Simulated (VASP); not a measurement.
OSZICAR of a VASP run on InSb (zinc blende):

OSZICAR:
```
       N       E                     dE             d eps       ncg     rms          rms(c)
DAV:   1     0.106917626665E+03    0.10692E+03   -0.73419E+03  1222   0.124E+03
DAV:   2    -0.244119500004E+01   -0.10936E+03   -0.10644E+03  1257   0.293E+02
DAV:   3    -0.956519609499E+01   -0.71240E+01   -0.70918E+01  1637   0.848E+01
DAV:   4    -0.975204395367E+01   -0.18685E+00   -0.18680E+00  1504   0.159E+01
DAV:   5    -0.975885476873E+01   -0.68108E-02   -0.68105E-02  1752   0.244E+00    0.188E+01
DAV:   6    -0.545303229252E+00    0.92136E+01   -0.23483E+01  1457   0.109E+02    0.533E+00
DAV:   7    -0.100593598431E+00    0.44471E+00   -0.41662E+00  1367   0.395E+01    0.468E+00
DAV:   8     0.540815834738E+00    0.64141E+00   -0.11446E+00  1222   0.148E+01    0.174E+00
DAV:   9     0.216851924040E+00   -0.32396E+00   -0.34226E-01  1222   0.884E+00    0.525E-01
DAV:  10     0.218830597647E+00    0.19787E-02   -0.27842E-02  1427   0.251E+00    0.443E-01
DAV:  11     0.218275508237E+00   -0.55509E-03   -0.22458E-03  1480   0.675E-01    0.137E-01
DAV:  12     0.217208376376E+00   -0.10671E-02   -0.10335E-02  1232   0.187E+00    0.114E-01
DAV:  13     0.218169090728E+00    0.96071E-03   -0.29273E-03  1357   0.110E+00    0.314E-02
DAV:  14     0.217943811792E+00   -0.22528E-03   -0.66427E-04  1232   0.374E-01    0.498E-02
DAV:  15     0.217968112232E+00    0.24300E-04   -0.12035E-04  1497   0.236E-01    0.297E-02
DAV:  16     0.217969466709E+00    0.13545E-05   -0.29766E-05  1377   0.941E-02    0.236E-02
DAV:  17     0.217972202393E+00    0.27357E-05   -0.11529E-05  1442   0.694E-02    0.162E-02
DAV:  18     0.217974101036E+00    0.18986E-05   -0.93743E-07  1277   0.128E-02    0.464E-03
DAV:  19     0.217972982934E+00   -0.11181E-05   -0.87392E-07  1242   0.169E-02    0.189E-03
DAV:  20     0.217973466549E+00    0.48362E-06   -0.12204E-07   890   0.641E-03    0.158E-03
DAV:  21     0.217973133934E+00   -0.33262E-06   -0.60866E-08   611   0.547E-03    0.594E-04
DAV:  22     0.217973366921E+00    0.23299E-06   -0.11334E-08   611   0.192E-03    0.249E-04
DAV:  23     0.217973384415E+00    0.17494E-07   -0.53459E-09   611   0.127E-03
   1 F= 0.21797338E+00 E0= 0.21790528E+00  d E =0.204327E-03
```

Problem. Which electronic solver shows in the log?

Solution. It is blocked Davidson (ALGO = Normal, or the opening steps of other solvers). The INCAR had ALGO = Normal.

Problem. Can the final energy be trusted as converged?

Solution. The calculation finished and met its thresholds. It stopped with EDIFF = 1E-7, NELM = 100 (MS2 meta-GGA, plane waves, VASP's PBE PAW potentials (set 64)).

The compound is InSb in the zinc blende structure. It was relaxed first.
